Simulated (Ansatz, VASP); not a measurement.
## Two plane-wave programs on Ba3PrBr

```
Ba Pr Br
1.0
     6.55230    0.00000    0.00000
     0.00000    6.55230    0.00000
     0.00000    0.00000    6.55230
Ba Pr Br
3 1 1
Direct
  0.50000 0.00000 0.00000
  0.00000 0.00000 0.50000
  0.00000 0.50000 0.00000
  0.00000 0.00000 0.00000
  0.50000 0.50000 0.50000
```

Change from the starting cell: species swapped into the Li3BrO type (Pm-3m, No. 221).

Alike in both runs: functional PBE; k mesh 4 × 4 × 4; occupations gaussian, width 0.1 eV; no spin polarisation.

Ansatz relaxed the structure, and its values are those at the end. VASP's run is a single point on that final structure, the one shown.

```csv
,VASP,Ansatz
version,VASP 6.6.1,Ansatz 0.2.0
potentials or method,"VASP PAW PBE potentials, release 64 (Ba_sv, Pr, Br)","scalar-relativistic, plane waves, PAW"
plane-wave cutoff (eV),520,660
valence electrons in the cell,50,48
```

Ansatz gave:

| Quantity | Value |
| --- | --- |
| gap on the k mesh at the Fermi level (eV) | none |
| pressure (GPa) | -0.2 |

**Question.** Estimate VASP's values.

**Answer.** gap on the k mesh at the Fermi level (eV): none; pressure (GPa): -0.9.

A gap of «none» marks a metal or a gap that the smearing closes. The two sets of potentials don't hold the same shells in valence.

Caveats: the run has no spin polarisation, though such a crystal can be magnetic; without U or exact exchange the open f shell lies at the Fermi level, which spoils levels, moments and volumes. Spin polarisation is off, so any magnetic state and its effect on volume and gap are missing. The runs have no spin-orbit coupling, so splittings on Ba, Pr are missing.
